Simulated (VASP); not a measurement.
Method: r2SCAN meta-GGA, VASP's PBE PAW potentials (set 64) (plane waves; VASP).

VASP input:

### POSCAR
```
Ag
1.0
  0.0000000000   2.0450000000   2.0450000000
  2.0450000000   0.0000000000   2.0450000000
  2.0450000000   2.0450000000   0.0000000000
Ag
1
Cartesian
  0.0000000000   0.0000000000   0.0000000000
```

### INCAR
```
! general
SYSTEM =Ag
PREC   =Accurate
ENCUT  =520
LREAL  =.False.
LASPH  =.True.

! electronic loop
EDIFF  =1E-6
NELM   =100
ALGO   =Normal
LMAXMIX=4
LMIXTAU=.True.

! smearing
ISMEAR =1
SIGMA  =0.1

! functional
METAGGA=R2SCAN

! ions
IBRION =2
NSW    =60
ISIF   =3
EDIFFG =-0.01

! output
LWAVE  =.False.
LCHARG =.False.
```

### KPOINTS
```
Automatic
0
gamma
 14 14 14
```

POTCAR, in this order: Ag (PBE.64 set). Program: vasp_std.

Output of the run:

OSZICAR:
```
       N       E                     dE             d eps       ncg     rms          rms(c)
DAV:   1     0.248090985516E+02    0.24809E+02   -0.58052E+03  1896   0.113E+03
DAV:   2    -0.244013043854E+02   -0.49210E+02   -0.47300E+02  1916   0.215E+02
DAV:   3    -0.248191847320E+02   -0.41788E+00   -0.41778E+00  2205   0.245E+01
DAV:   4    -0.248203670320E+02   -0.11823E-02   -0.11823E-02  2124   0.119E+00
DAV:   5    -0.248203794243E+02   -0.12392E-04   -0.12394E-04  2124   0.110E-01    0.602E+00
DAV:   6    -0.211911755701E+02    0.36292E+01   -0.78235E+00  1888   0.324E+01    0.501E+00
DAV:   7    -0.213476346998E+02   -0.15646E+00   -0.52537E-01  1883   0.729E+00    0.248E+00
DAV:   8    -0.213381806977E+02    0.94540E-02   -0.32727E-02  1875   0.171E+00    0.135E-01
DAV:   9    -0.213529388925E+02   -0.14758E-01   -0.30091E-02  1937   0.141E+00    0.172E-01
DAV:  10    -0.213527853229E+02    0.15357E-03   -0.17704E-03  1898   0.529E-01    0.666E-02
DAV:  11    -0.213559592182E+02   -0.31739E-02   -0.53171E-03  1906   0.618E-01    0.661E-02
DAV:  12    -0.213557249679E+02    0.23425E-03   -0.23354E-04  2055   0.166E-01    0.528E-02
DAV:  13    -0.213558371852E+02   -0.11222E-03   -0.15440E-04  1919   0.135E-01    0.252E-02
DAV:  14    -0.213558976170E+02   -0.60432E-04   -0.12461E-04  1933   0.945E-02    0.589E-03
DAV:  15    -0.213558969221E+02    0.69493E-06   -0.48015E-06  1948   0.256E-02
   1 F= -.21355897E+02 E0= -.21355672E+02  d E =-.213559E+02
       N       E                     dE             d eps       ncg     rms          rms(c)
DAV:   1    -0.214128688229E+02   -0.56971E-01   -0.10860E+00  1900   0.131E+01    0.158E+00
DAV:   2    -0.213527581130E+02    0.60111E-01   -0.26920E-01  1900   0.548E+00    0.464E-01
DAV:   3    -0.213561001072E+02   -0.33420E-02   -0.36530E-03  1874   0.618E-01    0.358E-01
DAV:   4    -0.213537887722E+02    0.23113E-02   -0.12970E-02  1912   0.987E-01    0.159E-01
DAV:   5    -0.213562830659E+02   -0.24943E-02   -0.52368E-03  1917   0.718E-01    0.169E-02
DAV:   6    -0.213563311649E+02   -0.48099E-04   -0.17537E-04  1922   0.140E-01    0.108E-02
DAV:   7    -0.213563529030E+02   -0.21738E-04   -0.40679E-05  1913   0.803E-02    0.254E-03
DAV:   8    -0.213563571367E+02   -0.42337E-05   -0.90924E-06  1926   0.385E-02    0.179E-03
DAV:   9    -0.213563585043E+02   -0.13676E-05   -0.99752E-07  1875   0.139E-02    0.642E-04
DAV:  10    -0.213563586521E+02   -0.14780E-06   -0.91409E-08   946   0.359E-03
   2 F= -.21356359E+02 E0= -.21356115E+02  d E =-.461730E-03
       N       E                     dE             d eps       ncg     rms          rms(c)
DAV:   1    -0.213656561087E+02   -0.92976E-02   -0.16918E-01  1902   0.511E+00    0.621E-01
DAV:   2    -0.213561633233E+02    0.94928E-02   -0.46153E-02  1903   0.226E+00    0.175E-01
DAV:   3    -0.213565929593E+02   -0.42964E-03   -0.51867E-04  1872   0.224E-01    0.128E-01
DAV:   4    -0.213563617179E+02    0.23124E-03   -0.18111E-03  1920   0.363E-01    0.592E-02
DAV:   5    -0.213566468060E+02   -0.28509E-03   -0.69229E-04  1910   0.261E-01    0.771E-03
DAV:   6    -0.213566571572E+02   -0.10351E-04   -0.24681E-05  1920   0.536E-02    0.475E-03
DAV:   7    -0.213566588295E+02   -0.16723E-05   -0.27951E-06  1904   0.211E-02    0.100E-03
DAV:   8    -0.213566588878E+02   -0.58350E-07   -0.30747E-07   954   0.744E-03
   3 F= -.21356659E+02 E0= -.21356414E+02  d E =-.761966E-03
```

**OUTCAR**
```
------------------------ aborting loop because EDIFF is reached ----------------------------------------
  FORCE on cell =-STRESS in cart. coord.  units (eV):
  Direction    XX          YY          ZZ          XY          YZ          ZX
  --------------------------------------------------------------------------------------
  Total        0.0047887      0.0047887      0.0047887     -0.0000000      0.0000000      0.0000000
  in kB        0.4433561      0.4433561      0.4433561     -0.0000000      0.0000000      0.0000000
  external PRESSURE =       0.4433561 kB  Pullay stress =       0.0000000 kB
  volume of cell :       17.31
      direct lattice vectors                 reciprocal lattice vectors
    -0.000000000  2.052969780  2.052969780    -0.243549615  0.243549615  0.243549615
     2.052969780 -0.000000000  2.052969780     0.243549615 -0.243549615  0.243549615
     2.052969780  2.052969780 -0.000000000     0.243549615  0.243549615 -0.243549615
 POSITION                                       TOTAL-FORCE (eV/Angst)
 -----------------------------------------------------------------------------------
      0.00000      0.00000      0.00000         0.000000      0.000000     -0.000000
 -----------------------------------------------------------------------------------
    total drift:                               -0.000000      0.000000      0.000000
  FREE ENERGIE OF THE ION-ELECTRON SYSTEM (eV)
  ---------------------------------------------------
  free  energy   TOTEN  =       -21.3566588878 eV

  energy  without entropy=      -21.3559253856  energy(sigma->0) =      -21.35641439

 reached required accuracy - stopping structural energy minimisation
```
(Selected blocks of OUTCAR.)

### CONTCAR
```
Ag
   1.00000000000000
    -0.0000000000000000    2.0529697795651454    2.0529697795651454
     2.0529697795651454   -0.0000000000000000    2.0529697795651454
     2.0529697795651454    2.0529697795651454   -0.0000000000000000
  Ag
     1
Direct
     0.0000000000000000    0.0000000000000000    0.0000000000000000
```

The compound is Ag in the fcc structure. This run relaxes it. Symmetry was kept, so distortions that lower it aren't found.
